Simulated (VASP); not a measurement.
# RbAg2 (Fmmm) in VASP: reference runs

How does RbAg2 come out in PBE? The cell is run as given.

Everything below comes from runs of VASP 6.6.1. Logs are shortened: lines on timing, memory, paths and dates and some standing lists are left out, and cuts for length are marked.

## Step 1: Starting point

It takes space group Fmmm (No. 69, orthorhombic). The conventional cell has a = 3.706 Å, b = 5.274 Å, c = 15.820 Å, α = 90.00°, β = 90.00°, γ = 90.00°. Around Rb (site symmetry mmm) lie 4 Ag at 3.21 Å and 4 Rb at 3.22 Å. Around Ag (site symmetry mm2) lie 2 Rb at 3.21 Å and 6 Ag at 3.22 to 3.24 Å.

The cell was built by a generator and needn't be a form met in nature.

## Step 2: Single point, PBE

INCAR

```
SYSTEM = RbAg2
PREC = Accurate
ENCUT = 520
EDIFF = 1E-7
ISMEAR = -1
SIGMA = 0.05
LREAL = .False.
LASPH = .True.
NELM = 60
ALGO = Normal
ISIF = 2
LWAVE = .False.
LCHARG = .False.
GGA = PE
NBANDS = 22
```

KPOINTS

```
Automatic mesh
0
Gamma
  9 9 9
  0 0 0
```

POSCAR

```
RbAg2
1.0
    0.0000000000      2.6369902900      7.9101381500
    1.8528156500      0.0000000000      7.9101381500
    1.8528156500      2.6369902900      0.0000000000
Rb Ag
1 2
Direct
    0.0000000000      0.0000000000      0.0000000000
    0.3340350100      0.3340350100      0.6659649900
    0.6659649900      0.6659649900      0.3340350100
```

Potentials or basis: VASP PAW PBE potentials, release 64 (Rb_sv, Ag).

The run is started by

```console
$ cat potpaw_PBE.64/Rb_sv/POTCAR potpaw_PBE.64/Ag/POTCAR > POTCAR
$ mpirun -np 1 vasp_std > vasp.out
```

OUTCAR:

```text
SYSTEM = RbAg2
   PREC = Accurate
   ENCUT = 520
   EDIFF = 1E-7
   ISMEAR = -1
   LREAL = .False.
   LASPH = .True.
   NELM = 60
   ISIF = 2
   GGA = PE

 ion  position               nearest neighbor table
   1  0.000  0.000  0.000-   3 3.21   3 3.21   2 3.21   2 3.21   2 3.72   3 3.72   3 3.72   2 3.72

   2  0.334  0.334  0.666-   1 3.21   1 3.21   3 3.24   3 3.24   1 3.72   1 3.72
   3  0.666  0.666  0.334-   1 3.21   1 3.21   2 3.24   2 3.24   1 3.72   1 3.72

  LATTYP: Found a face centered orthorhombic cell.
 ALAT       =     3.7056313000
 B/A-ratio  =     1.4232340330
 C/A-ratio  =     4.2692526642

  Lattice vectors:

 A1 = (   0.0000000000,   2.6369902900,   7.9101381500)
 A2 = (   1.8528156500,   0.0000000000,   7.9101381500)
 A3 = (   1.8528156500,   2.6369902900,   0.0000000000)

Analysis of symmetry for initial positions (statically):
=====================================================================
 Subroutine PRICEL returns:
 Original cell was already a primitive cell.

 Routine SETGRP: Setting up the symmetry group for a
 face centered orthorhombic supercell.

 Subroutine GETGRP returns: Found  8 space group operations
 (whereof  8 operations were pure point group operations)
 out of a pool of  8 trial point group operations.

The static configuration has the point symmetry D_2h.

Analysis of symmetry for dynamics (positions and initial velocities):
=====================================================================
 Subroutine PRICEL returns:
 Original cell was already a primitive cell.

 Routine SETGRP: Setting up the symmetry group for a
 face centered orthorhombic supercell.

 Subroutine GETGRP returns: Found  8 space group operations
 (whereof  8 operations were pure point group operations)
 out of a pool of  8 trial point group operations.

The dynamic configuration has the point symmetry D_2h.

 Subroutine INISYM returns: Found  8 space group operations
 (whereof  8 operations are pure point group operations),
 and found     1 'primitive' translations

----------------------------------------------------------------------------------------

                                     Primitive cell

  volume of cell :      77.2956

  direct lattice vectors                    reciprocal lattice vectors
     0.000000000  2.636990290  7.910138150    -0.269859551  0.189610103  0.063210021
[... 87 lines left out ...]
   NELM   =     60;   NELMIN=  2; NELMDL= -5     # of ELM steps
   EDIFF  = 0.1E-06   stopping-criterion for ELM
   LREAL  =      F    real-space projection
   EDIFFG = 0.1E-05   stopping-criterion for IOM
   NSW    =      0    number of steps for IOM
   IBRION =     -1    ionic relax: 0-MD 1-quasi-New 2-CG
   NFREE  =      0    steps in history (QN), initial steepest desc. (CG)
   ISIF   =      2    stress and relaxation
   ISYM   =      2    0-nonsym 1-usesym 2-fastsym
   POTIM  = 0.5000    time-step for ionic-motion
   TEBEG  =    0.0;   TEEND  =   0.0 temperature during run
   PSTRESS=    0.0 pullay stress
   NELECT =      31.0000    total number of electrons
   NUPDOWN=      -1.0000    fix difference up-down
   EMIN   =  10.00;   EMAX   =-10.00  energy-range for DOS
   EFERMI =   0.00;   METHOD = LEGACY
   ISMEAR =    -1;   SIGMA  =   0.05  broadening in eV -4-tet -1-fermi 0-gaus
   EFERMI_NEDOS =   21; number of points for ismear=-14 and -15
   IALGO  =     38    algorithm
   IMIX   =      4    mixing-type and parameters
     AMIX     =   0.40;   BMIX     =  1.00
     AMIX_MAG =   1.60;   BMIX_MAG =  1.00
  volume/ion in A,a.u.               =      25.77       173.87
  Fermi-wavevector in a.u.,A,eV,Ry     =   1.207287  2.281441 19.831056  1.457541
  Thomas-Fermi vector in A             =   2.342929
   LORBIT       =      0    0 simple, 1 ext, 2 COOP (PROOUT), +10 PAW based schemes
   GGA     = PE    functional components
   LHFCALC =     F    Hartree Fock is set to
   AEXX    =    0.0000 exact exchange contribution
   IVDW    =     0    specifies the selected vdW correction
   LEPSILON=     F    determine dielectric tensor
   LRPA    =     F    only Hartree local field effects (RPA)
 non-spin polarized calculation
  energy-cutoff  :      520.00
  volume of cell :       77.30
 maximum number of plane-waves:      2135
 NGX is ok and might be reduce to    64
   NGX = 31   NGY = 31   NGZ = 11

 number of electron      31.0000003 magnetization

 Free energy of the ion-electron system (eV)
  ---------------------------------------------------
  ext. energy  EPLUGINS =         0.00000000
  ---------------------------------------------------
  free energy    TOTEN  =        -4.80696129 eV

  energy without entropy =       -4.79635819  energy(sigma->0) =       -4.80165974

 E-fermi :   4.4985     XC(G=0):  -9.8123

 val. band max:        4.4967901520   @ k =  -0.1111   0.4444   0.3333
 cond. band min:       4.5141817594   @ k =   0.2222   0.1111   0.1111
 fundamental gap:      0.0173916073
 Fermi energy:         4.4984911527

 k-point     1 :       0.0000    0.0000    0.0000
  band No.  band energies     occupation
      1     -24.4302      2.00000
      2      -8.5370      2.00000
      3      -7.6122      2.00000
      4      -7.2681      2.00000
      5      -0.7215      2.00000
      6      -0.3811      2.00000
[... 589 lines left out ...]
     21      11.9630      0.00000
     22      12.5413      0.00000

 [... further k-points ...]

------------------------ aborting loop because EDIFF is reached ----------------------------------------

  FORCE on cell =-STRESS in cart. coord.  units (eV):
  Direction    XX          YY          ZZ          XY          YZ          ZX
  --------------------------------------------------------------------------------------
  -------------------------------------------------------------------------------------
  Total        1.1384943     -0.3681160      1.4524913      0.0000000      0.0000000      0.0000000
  in kB       23.5986211     -7.6302796     30.1071273      0.0000000      0.0000000      0.0000000
  external PRESSURE =      15.3584896 kB  Pullay stress =       0.0000000 kB

 VOLUME and BASIS-vectors are now :
 -----------------------------------------------------------------------------
  energy-cutoff  :      520.00
  volume of cell :       77.30
      direct lattice vectors                 reciprocal lattice vectors
     0.000000000  2.636990290  7.910138150    -0.269859551  0.189610103  0.063210021
     1.852815650  0.000000000  7.910138150     0.269859551 -0.189610103  0.063210021
     1.852815650  2.636990290  0.000000000     0.269859551  0.189610103 -0.063210021

 POSITION                                       TOTAL-FORCE (eV/Angst)
 -----------------------------------------------------------------------------------
      0.00000      0.00000      0.00000         0.000000     -0.000000      0.000000
      1.85282      2.63699      5.28453        -0.000000      0.000000     -0.920904
      1.85282      2.63699     10.53575        -0.000000      0.000000      0.920904
 -----------------------------------------------------------------------------------
    total drift:                               -0.000000      0.000000      0.000000

  FREE ENERGIE OF THE ION-ELECTRON SYSTEM (eV)
  ---------------------------------------------------
  free  energy   TOTEN  =        -4.8069612928 eV

  energy  without entropy=       -4.7963581914  energy(sigma->0) =       -4.80165974
```

OSZICAR:

```text
N       E                     dE             d eps       ncg     rms          rms(c)
DAV:   1     0.182201252216E+03    0.18220E+03   -0.15002E+04  5500   0.131E+03
DAV:   2     0.169570876959E+01   -0.18051E+03   -0.16802E+03  6152   0.277E+02
DAV:   3    -0.506393029198E+01   -0.67596E+01   -0.66874E+01  6984   0.507E+01
DAV:   4    -0.526427715790E+01   -0.20035E+00   -0.20010E+00  7470   0.689E+00
DAV:   5    -0.526644285388E+01   -0.21657E-02   -0.21656E-02  7076   0.703E-01    0.792E+00
DAV:   6    -0.483944963324E+01    0.42699E+00   -0.17594E+00  6394   0.968E+00    0.393E+00
DAV:   7    -0.481333115655E+01    0.26118E-01   -0.67234E-02  6366   0.176E+00    0.223E+00
DAV:   8    -0.480694373371E+01    0.63874E-02   -0.29526E-02  6346   0.925E-01    0.262E-01
DAV:   9    -0.480706288390E+01   -0.11915E-03   -0.33378E-03  6718   0.293E-01    0.908E-02
DAV:  10    -0.480695721516E+01    0.10567E-03   -0.79244E-04  6406   0.158E-01    0.305E-02
DAV:  11    -0.480696195712E+01   -0.47420E-05   -0.53885E-05  6940   0.349E-02    0.112E-02
DAV:  12    -0.480696077825E+01    0.11789E-05   -0.51400E-06  6394   0.117E-02    0.458E-03
DAV:  13    -0.480696123544E+01   -0.45719E-06   -0.47660E-07  6762   0.426E-03    0.697E-04
DAV:  14    -0.480696129283E+01   -0.57392E-07   -0.23635E-08  3762   0.899E-04
   1 F= -.48069613E+01 E0= -.48016597E+01  d E =-.106031E-01
```

stdout:

```text
POSCAR found type information on POSCAR RbAg
 POSCAR found :  2 types and       3 ions
 scaLAPACK will be used
 LDA part: xc-table for (Slater+PW92), standard interpolation
 POSCAR, INCAR and KPOINTS ok, starting setup
 FFT: planning ... GRIDC
 FFT: planning ... GRID_SOFT
 FFT: planning ... GRID
 WAVECAR not read
 entering main loop
```

Run time: 4.2 min. Hardware: 1 thread of AMD EPYC 9R45 (Zen 5), shared host; peak memory 0.39 GiB.

What came out:

```
Free energy            : -4.8070 eV
Pressure               : 1.5 GPa
Largest force          : 0.921 eV/Å
Band gap on the k mesh : none (metal or under the smearing width)
```

Forces in eV/Å, atoms in the order of the input:
```
Rb   0.000  0.000  0.000
Ag   0.000  0.000 -0.921
Ag   0.000  0.000  0.921
```
